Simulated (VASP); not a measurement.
Level of theory: r2SCAN meta-GGA, VASP's PBE PAW potentials (set 64) (plane waves; VASP 6.6.1).

A VASP calculation is set up with these files.

File POSCAR:
```
PbF2
1
    0.0000000000     2.9369484950     2.9369484950
    2.9591420605    -0.0221935655     2.9591420605
    2.9591420605     2.9591420605    -0.0221935655
Pb F
1 2
Direct
  0.0000000000   0.0000000000   0.0000000000
  0.2500000000   0.2500000000   0.2500000000
  0.7500000000   0.7500000000   0.7500000000
```

**INCAR**
```
# general
SYSTEM   =  PbF2
PREC     =  Accurate
ENCUT    =  600
LREAL    =  .FALSE.
LASPH    =  .TRUE.

# electronic loop
EDIFF    =  1E-7
NELM     =  100
ALGO     =  Normal
LMAXMIX  =  4
LMIXTAU  =  .TRUE.

# smearing
ISMEAR   =  0
SIGMA    =  0.05

# functional
METAGGA  =  R2SCAN

# ions
IBRION   =  2
NSW      =  30
ISIF     =  2
EDIFFG   =  -0.01

# output
LWAVE    =  .FALSE.
LCHARG   =  .FALSE.
```

File KPOINTS:
```
Automatic
0
G
  6 6 6
```

POTCAR, in this order: Pb_d F (PBE.64 set). Program: vasp_std.

The run wrote:

**OSZICAR**
```
       N       E                     dE             d eps       ncg     rms          rms(c)
DAV:   1     0.273234331169E+03    0.27323E+03   -0.16719E+04  1656   0.202E+03
DAV:   2    -0.483623412358E+02   -0.32160E+03   -0.31073E+03  1886   0.501E+02
DAV:   3    -0.791570540281E+02   -0.30795E+02   -0.30032E+02  1904   0.167E+02
DAV:   4    -0.801601889058E+02   -0.10031E+01   -0.10017E+01  1814   0.301E+01
DAV:   5    -0.801919902307E+02   -0.31801E-01   -0.31800E-01  1864   0.566E+00    0.694E+00
DAV:   6    -0.710271533597E+02    0.91648E+01   -0.60280E+00  2120   0.383E+01    0.220E+00
DAV:   7    -0.699011647302E+02    0.11260E+01   -0.14642E+00  1668   0.151E+01    0.170E+00
DAV:   8    -0.725544013959E+02   -0.26532E+01   -0.74118E-01  1666   0.102E+01    0.803E-01
DAV:   9    -0.694526899404E+02    0.31017E+01   -0.85768E-01  1660   0.875E+00    0.108E+00
DAV:  10    -0.701572713627E+02   -0.70458E+00   -0.54027E-01  1656   0.638E+00    0.159E-01
DAV:  11    -0.701405177998E+02    0.16754E-01   -0.18780E-02  1774   0.161E+00    0.278E-01
DAV:  12    -0.701400233713E+02    0.49443E-03   -0.11102E-02  1656   0.911E-01    0.462E-01
DAV:  13    -0.701626602568E+02   -0.22637E-01   -0.22955E-02  1656   0.171E+00    0.228E-01
DAV:  14    -0.701636609475E+02   -0.10007E-02   -0.19946E-03  1656   0.458E-01    0.150E-01
DAV:  15    -0.701652199671E+02   -0.15590E-02   -0.27662E-04  1656   0.174E-01    0.153E-01
DAV:  16    -0.701650904745E+02    0.12949E-03   -0.20087E-03  2028   0.347E-01    0.213E-02
DAV:  17    -0.701653124781E+02   -0.22200E-03   -0.11550E-04  1656   0.119E-01    0.134E-02
DAV:  18    -0.701652964797E+02    0.15998E-04   -0.18763E-05  2042   0.530E-02    0.349E-03
DAV:  19    -0.701653240702E+02   -0.27590E-04   -0.54527E-06  1656   0.278E-02    0.352E-03
DAV:  20    -0.701653327015E+02   -0.86314E-05   -0.21680E-06  1656   0.212E-02    0.218E-03
DAV:  21    -0.701653333371E+02   -0.63553E-06   -0.12575E-06  1656   0.125E-02    0.653E-04
DAV:  22    -0.701653334351E+02   -0.98043E-07   -0.42698E-07  1656   0.552E-03
   1 F= -.70165333E+02 E0= -.70165333E+02  d E =-.701653E+02
       N       E                     dE             d eps       ncg     rms          rms(c)
DAV:   1    -0.701653912277E+02   -0.57891E-04   -0.70109E-02  1656   0.213E+00    0.284E-02
DAV:   2    -0.701654845848E+02   -0.93357E-04   -0.13771E-03  1690   0.315E-01    0.136E-02
DAV:   3    -0.701654952908E+02   -0.10706E-04   -0.36992E-05  1656   0.718E-02    0.106E-02
DAV:   4    -0.701654293087E+02    0.65982E-04   -0.48008E-05  1656   0.737E-02    0.267E-03
DAV:   5    -0.701654966021E+02   -0.67293E-04   -0.19113E-05  1656   0.523E-02    0.959E-04
DAV:   6    -0.701654973199E+02   -0.71779E-06   -0.14291E-06  1696   0.121E-02    0.114E-03
DAV:   7    -0.701654981071E+02   -0.78726E-06   -0.51842E-07  1656   0.845E-03    0.387E-04
DAV:   8    -0.701654983236E+02   -0.21651E-06   -0.76798E-08  1288   0.305E-03    0.873E-05
DAV:   9    -0.701654981906E+02    0.13297E-06   -0.15556E-08   868   0.187E-03    0.357E-05
DAV:  10    -0.701654982568E+02   -0.66163E-07   -0.19658E-09   828   0.670E-04
   2 F= -.70165498E+02 E0= -.70165498E+02  d E =-.164822E-03
       N       E                     dE             d eps       ncg     rms          rms(c)
DAV:   1    -0.701647931271E+02    0.70506E-03   -0.63105E-01  1656   0.638E+00    0.853E-02
DAV:   2    -0.701656082569E+02   -0.81513E-03   -0.12422E-02  1688   0.947E-01    0.408E-02
DAV:   3    -0.701657297070E+02   -0.12145E-03   -0.33406E-04  1656   0.216E-01    0.318E-02
DAV:   4    -0.701651238559E+02    0.60585E-03   -0.42389E-04  1656   0.219E-01    0.795E-03
DAV:   5    -0.701657444068E+02   -0.62055E-03   -0.18795E-04  1656   0.164E-01    0.261E-03
DAV:   6    -0.701657448220E+02   -0.41519E-06   -0.13128E-05  1704   0.348E-02    0.346E-03
DAV:   7    -0.701657522108E+02   -0.73888E-05   -0.27780E-06  1662   0.190E-02    0.163E-03
DAV:   8    -0.701657544001E+02   -0.21893E-05   -0.95231E-07  1656   0.106E-02    0.146E-04
DAV:   9    -0.701657540367E+02    0.36343E-06   -0.99295E-08  1340   0.475E-03    0.139E-04
DAV:  10    -0.701657542931E+02   -0.25638E-06   -0.19809E-08   854   0.191E-03    0.547E-05
DAV:  11    -0.701657542586E+02    0.34456E-07   -0.59502E-09   828   0.964E-04
   3 F= -.70165754E+02 E0= -.70165754E+02  d E =-.420823E-03
```

File OUTCAR:
```
------------------------ aborting loop because EDIFF is reached ----------------------------------------
  FORCE on cell =-STRESS in cart. coord.  units (eV):
  Direction    XX          YY          ZZ          XY          YZ          ZX
  --------------------------------------------------------------------------------------
  Total       -0.0019311     -0.0038819     -0.0038819      0.0000000      0.1218871      0.0000000
  in kB       -0.0597042     -0.1200210     -0.1200210      0.0000000      3.7684734      0.0000000
  external PRESSURE =      -0.0999154 kB  Pullay stress =       0.0000000 kB
  volume of cell :       51.82
      direct lattice vectors                 reciprocal lattice vectors
     0.000000000  2.936948495  2.936948495    -0.168967893  0.170244729  0.170244729
     2.959142061 -0.022193566  2.959142061     0.168967893 -0.167710068  0.167710068
     2.959142061  2.959142061 -0.022193566     0.168967893  0.167710068 -0.167710068
 POSITION                                       TOTAL-FORCE (eV/Angst)
 -----------------------------------------------------------------------------------
      0.00000      0.00000      0.00000         0.000000      0.000000     -0.000000
      1.48801      1.46847      1.46847         0.006322      0.000000     -0.000000
      4.43027      4.40542      4.40542        -0.006322      0.000000      0.000000
 -----------------------------------------------------------------------------------
    total drift:                               -0.000000     -0.000000     -0.000000
  FREE ENERGIE OF THE ION-ELECTRON SYSTEM (eV)
  ---------------------------------------------------
  free  energy   TOTEN  =       -70.1657542586 eV

  energy  without entropy=      -70.1657542586  energy(sigma->0) =      -70.16575426

 reached required accuracy - stopping structural energy minimisation
```
(Selected blocks of OUTCAR.)

**CONTCAR**
```
PbF2
   1.00000000000000
     0.0000000000000000    2.9369484950000002    2.9369484950000002
     2.9591420605000001   -0.0221935655000000    2.9591420605000001
     2.9591420605000001    2.9591420605000001   -0.0221935655000000
  Pb              F
     1     2
Direct
     0.0000000000000000    0.0000000000000000    0.0000000000000000
     0.2485741000116860    0.2514258999883140    0.2514258999883140
     0.7514258999883140    0.7485741000116860    0.7485741000116860
```

The compound is PbF2 in the fluorite structure, the β form. This cell was strained or had an atom moved on purpose. Symmetry was kept, so distortions that lower it aren't found.
